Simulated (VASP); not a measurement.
Output of a VASP run:

OUTCAR:
```
 ion  position               nearest neighbor table
   1  0.000  0.000  0.000-   2 2.53   3 2.53   2 2.53   3 2.53   3 2.53   3 2.53   2 2.53   2 2.53
                             3 2.53   3 2.53   2 2.53   2 2.53
   2  0.333  0.667  0.500-   3 1.81   3 1.81   3 1.81   1 2.53   1 2.53   1 2.53   1 2.53   1 2.53
                             1 2.53
   3  0.667  0.333  0.500-   2 1.81   2 1.81   2 1.81   1 2.53   1 2.53   1 2.53   1 2.53   1 2.53
                             1 2.53
  LATTYP: Found a hexagonal cell.
 ALAT       =     3.1409623195
 C/A-ratio  =     1.1200319212
 Subroutine PRICEL returns:
 Original cell was already a primitive cell.
 Subroutine GETGRP returns: Found 24 space group operations
The static configuration has the point symmetry D_6h.
The dynamic configuration has the point symmetry D_6h.
 Subroutine INISYM returns: Found 24 space group operations
 Subroutine IBZKPT returns following result:
 Found     80 irreducible k-points:

 Following reciprocal coordinates:
            Coordinates               Weight
  0.000000  0.000000  0.000000      1.000000
  0.090909 -0.000000  0.000000      6.000000
  0.181818  0.000000  0.000000      6.000000
  0.272727 -0.000000  0.000000      6.000000
  0.363636 -0.000000  0.000000      6.000000
  0.454545  0.000000  0.000000      6.000000
  0.090909  0.090909  0.000000      6.000000
  0.181818  0.090909  0.000000     12.000000
  0.272727  0.090909  0.000000     12.000000
  0.363636  0.090909  0.000000     12.000000
  0.454545  0.090909  0.000000      6.000000
  0.181818  0.181818  0.000000      6.000000
  0.272727  0.181818  0.000000     12.000000
  0.363636  0.181818  0.000000     12.000000
  0.272727  0.272727  0.000000      6.000000
  0.363636  0.272727  0.000000      6.000000
  0.000000  0.000000  0.111111      2.000000
  0.090909 -0.000000  0.111111     12.000000
  0.181818  0.000000  0.111111     12.000000
  0.272727 -0.000000  0.111111     12.000000
  0.363636 -0.000000  0.111111     12.000000
  0.454545  0.000000  0.111111     12.000000
  0.090909  0.090909  0.111111     12.000000
  0.181818  0.090909  0.111111     24.000000
  0.272727  0.090909  0.111111     24.000000
  0.363636  0.090909  0.111111     24.000000
  0.454545  0.090909  0.111111     12.000000
  0.181818  0.181818  0.111111     12.000000
  0.272727  0.181818  0.111111     24.000000
  0.363636  0.181818  0.111111     24.000000
  0.272727  0.272727  0.111111     12.000000
  0.363636  0.272727  0.111111     12.000000
  0.000000  0.000000  0.222222      2.000000
  0.090909 -0.000000  0.222222     12.000000
  0.181818  0.000000  0.222222     12.000000
  0.272727 -0.000000  0.222222     12.000000
  0.363636 -0.000000  0.222222     12.000000
  0.454545  0.000000  0.222222     12.000000
  0.090909  0.090909  0.222222     12.000000
  0.181818  0.090909  0.222222     24.000000
   k-points           NKPTS =     80   k-points in BZ     NKDIM =     80   number of bands    NBANDS=     12
   number of dos      NEDOS =    301   number of ions     NIONS =      3
   total plane-waves  NPLWV =  16128
   dimension x,y,z NGX =    24 NGY =   24 NGZ =   28
   dimension x,y,z NGXF=    48 NGYF=   48 NGZF=   56
   ions per type =               1   2
   PREC   = accura    normal or accurate (medium, high low for compatibility)
   ISTART =      0    job   : 0-new  1-cont  2-samecut
   ICHARG =      2    charge: 1-file 2-atom 10-const
   ISPIN  =      1    spin polarized calculation?
   LNONCOLLINEAR =      F non collinear calculations
   LSORBIT =      F    spin-orbit coupling
   INIWAV =      1    electr: 0-lowe 1-rand  2-diag
   ENCUT  =  520.0 eV  38.22 Ry    6.18 a.u.   5.84  5.84  6.54*2*pi/ulx,y,z
   NELM   =    100;   NELMIN=  2; NELMDL= -5     # of ELM steps
   EDIFF  = 0.1E-06   stopping-criterion for ELM
   LREAL  =      F    real-space projection
   NLSPLINE    = F    spline interpolate recip. space projectors
   LMAXMIX     =    6 max onsite mixed and CHGCAR
...
```

File OSZICAR:
```
       N       E                     dE             d eps       ncg     rms          rms(c)
DAV:   1     0.265290347045E+02    0.26529E+02   -0.82309E+03  1920   0.126E+03
DAV:   2    -0.271707212277E+02   -0.53700E+02   -0.50342E+02  2408   0.233E+02
DAV:   3    -0.287881886653E+02   -0.16175E+01   -0.15903E+01  2516   0.318E+01
DAV:   4    -0.288015019159E+02   -0.13313E-01   -0.13287E-01  2304   0.320E+00
DAV:   5    -0.288016534582E+02   -0.15154E-03   -0.15148E-03  2492   0.275E-01    0.612E+01
DAV:   6    -0.128497873885E+02    0.15952E+02   -0.48340E+00  2328   0.257E+01    0.360E+01
DAV:   7    -0.119028353289E+02    0.94695E+00   -0.27976E+00  2468   0.153E+01    0.322E+00
DAV:   8    -0.118623980107E+02    0.40437E-01   -0.24393E+00  2112   0.188E+01    0.133E+01
DAV:   9    -0.120316763378E+02   -0.16928E+00   -0.10012E-01  2304   0.446E+00    0.154E+01
DAV:  10    -0.130054040322E+02   -0.97373E+00   -0.87681E-01  2012   0.108E+01    0.209E+00
DAV:  11    -0.130864566289E+02   -0.81053E-01   -0.57794E-02  2296   0.318E+00    0.539E-01
DAV:  12    -0.130865570646E+02   -0.10044E-03   -0.15581E-03  2384   0.410E-01    0.390E-01
DAV:  13    -0.130864422846E+02    0.11478E-03   -0.22810E-05  2328   0.558E-02    0.378E-01
DAV:  14    -0.130874152965E+02   -0.97301E-03   -0.32254E-03  2052   0.654E-01    0.145E+00
DAV:  15    -0.130880277450E+02   -0.61245E-03   -0.47606E-04  2096   0.253E-01    0.152E+00
DAV:  16    -0.130879952229E+02    0.32522E-04   -0.62340E-05  2188   0.982E-02    0.148E+00
DAV:  17    -0.130881170828E+02   -0.12186E-03   -0.22228E-04  2128   0.179E-01    0.110E+00
DAV:  18    -0.130880500463E+02    0.67037E-04   -0.39915E-05  2284   0.642E-02    0.900E-01
DAV:  19    -0.130880178545E+02    0.32192E-04   -0.17747E-05  2416   0.417E-02    0.764E-01
DAV:  20    -0.130879130304E+02    0.10482E-03   -0.10054E-04  2348   0.822E-02    0.380E-01
DAV:  21    -0.130879034809E+02    0.95495E-05   -0.23734E-05  2464   0.425E-02    0.208E-01
DAV:  22    -0.130878942069E+02    0.92740E-05   -0.94648E-06  2368   0.297E-02    0.947E-02
DAV:  23    -0.130878982791E+02   -0.40721E-05   -0.37671E-06  2464   0.184E-02    0.211E-02
DAV:  24    -0.130878964274E+02    0.18516E-05   -0.61996E-07  2332   0.961E-03    0.288E-03
DAV:  25    -0.130878971019E+02   -0.67450E-06   -0.58250E-08  1184   0.341E-03    0.163E-03
DAV:  26    -0.130878975915E+02   -0.48951E-06   -0.11067E-08  1100   0.146E-03    0.714E-04
DAV:  27    -0.130878977224E+02   -0.13095E-06   -0.58361E-09  1072   0.870E-04    0.380E-04
DAV:  28    -0.130878978840E+02   -0.16156E-06   -0.73099E-10  1044   0.291E-04    0.573E-04
DAV:  29    -0.130878978498E+02    0.34173E-07   -0.91550E-11  1032   0.122E-04
   1 F= -.13087898E+02 E0= -.13087912E+02  d E =-.130879E+02
       N       E                     dE             d eps       ncg     rms          rms(c)
DAV:   1    -0.130879559622E+02   -0.58078E-04   -0.34013E-03  2032   0.515E-01    0.673E-02
DAV:   2    -0.130879261151E+02    0.29847E-04   -0.42844E-05  2356   0.625E-02    0.299E-02
DAV:   3    -0.130879276122E+02   -0.14971E-05   -0.26406E-05  2164   0.559E-02    0.110E-02
DAV:   4    -0.130879243389E+02    0.32732E-05   -0.77463E-06  2352   0.291E-02    0.527E-03
DAV:   5    -0.130879271164E+02   -0.27774E-05   -0.38265E-06  2068   0.230E-02    0.451E-03
DAV:   6    -0.130879271086E+02    0.77885E-08   -0.39049E-07  2128   0.775E-03
   2 F= -.13087927E+02 E0= -.13087940E+02  d E =-.292588E-04
```

OUTCAR:
```
------------------------ aborting loop because EDIFF is reached ----------------------------------------
  FORCE on cell =-STRESS in cart. coord.  units (eV):
  Direction    XX          YY          ZZ          XY          YZ          ZX
  --------------------------------------------------------------------------------------
  Total       -1.4035120     -1.4035122     -1.4117585      0.0000000      0.0000000      0.0000000
  in kB      -74.8130783    -74.8130903    -75.2526530      0.0000000      0.0000000      0.0000000
  external PRESSURE =     -74.9596072 kB  Pullay stress =       0.0000000 kB
  volume of cell :       30.06
      direct lattice vectors                 reciprocal lattice vectors
     1.569831097 -2.719027437 -0.000000000     0.318505603 -0.183889281 -0.000000000
     1.569831097  2.719027437 -0.000000000     0.318505603  0.183889281 -0.000000000
     0.000000000 -0.000000000  3.520891805     0.000000000  0.000000000  0.284018952
 POSITION                                       TOTAL-FORCE (eV/Angst)
 -----------------------------------------------------------------------------------
      0.00000     -0.00000      0.00000         0.000000     -0.000000     -0.000000
      1.56983      0.90634      1.76045         0.000000     -0.000000      0.000000
      1.56983     -0.90634      1.76045        -0.000000      0.000000     -0.000000
 -----------------------------------------------------------------------------------
    total drift:                                0.000000     -0.000000      0.000000
  FREE ENERGIE OF THE ION-ELECTRON SYSTEM (eV)
  ---------------------------------------------------
  free  energy   TOTEN  =       -13.0879271086 eV

  energy  without entropy=      -13.0879653516  energy(sigma->0) =      -13.08793986

 reached required accuracy - stopping structural energy minimisation
```
(Selected blocks of OUTCAR.)

**POSCAR**
```
HfB2
1
    1.5704810611    -2.7201532180     0.0000000000
    1.5704810611     2.7201532180     0.0000000000
    0.0000000000     0.0000000000     3.5179780610
Hf B
1 2
Direct
  0.0000000000   0.0000000000   0.0000000000
  0.3333330000   0.6666670000   0.5000000000
  0.6666670000   0.3333330000   0.5000000000
```

Problem. Reconstruct the remaining input files.

Solution. This is not unique; one that fits is the input of the run itself, MS2 meta-GGA, plane waves, VASP's PBE PAW potentials (set 64).

File KPOINTS:
```
Automatic mesh
0
Gamma
11 11 9
0 0 0
```

INCAR:
```
# general
SYSTEM  = HfB2
PREC    = Accurate
ENCUT   = 520
LREAL   = F   # projection in real space or not
LASPH   = T   # aspherical one-centre terms

# electronic loop
EDIFF   = 1E-7
NELM    = 100   # most electronic steps
ALGO    = Normal   # blocked Davidson
LMAXMIX = 6   # l cut-off of mixed one-centre charges
LMIXTAU = T

# smearing
ISMEAR  = 1   # Methfessel-Paxton
SIGMA   = 0.1   # width (eV)

# functional
METAGGA = MS2

# ions
IBRION  = 2
NSW     = 30   # most ionic steps
ISIF    = 4   # ions and shape, fixed volume
EDIFFG  = -0.01   # ionic stop

# output
LWAVE   = F
LCHARG  = F
```

POTCAR, in this order: Hf_pv B (PBE.64 set). Program: vasp_std.

The compound is HfB2 in the AlB2 type structure. This cell is one point of a volume scan, at 1.03 of the reference volume. Symmetry was kept, so distortions that lower it aren't found.
